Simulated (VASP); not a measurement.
Consider the following.

```
Dy
1.0
    1.79500    -3.10903     0.00000
    1.79500     3.10903     0.00000
    0.00000     0.00000     5.65000
Dy
2
Direct
  0.33333   0.66667   0.25000
  0.66667   0.33333   0.75000
```

All values below come from TPSS meta-GGA, VASP's PBE PAW potentials (set 64) (plane waves; VASP 6.6.1). Numerical set-up: 520 eV cut-off, 11×11×6 Γ-centred mesh, first-order Methfessel-Paxton smearing of 0.10 eV, potentials Dy_3.

The 4f electrons are frozen in the core of the lanthanide potential, so 4f levels, which can set the real gap, and their magnetism are missing.

Task: The ions, cell shape and volume are relaxed. What does this cell relax into?

Result: 
```
Dy
1.0
    1.79925    -3.11639     0.00000
    1.79925     3.11639     0.00000
    0.00000     0.00000     5.54282
Dy
2
Direct
  0.33333   0.66667   0.25000
  0.66667   0.33333   0.75000
```
Space group P6_3/mmc (194), at a tolerance of 0.03 Å.

Task: How do energy and volume change from the first to the last step?

Result: The energy (σ→0) changes by -2.7 meV/atom and the volume by -1.4 %, in 5 ionic steps.

The compound is Dy in the hcp structure. This run relaxes it. Symmetry was kept, so distortions that lower it aren't found.
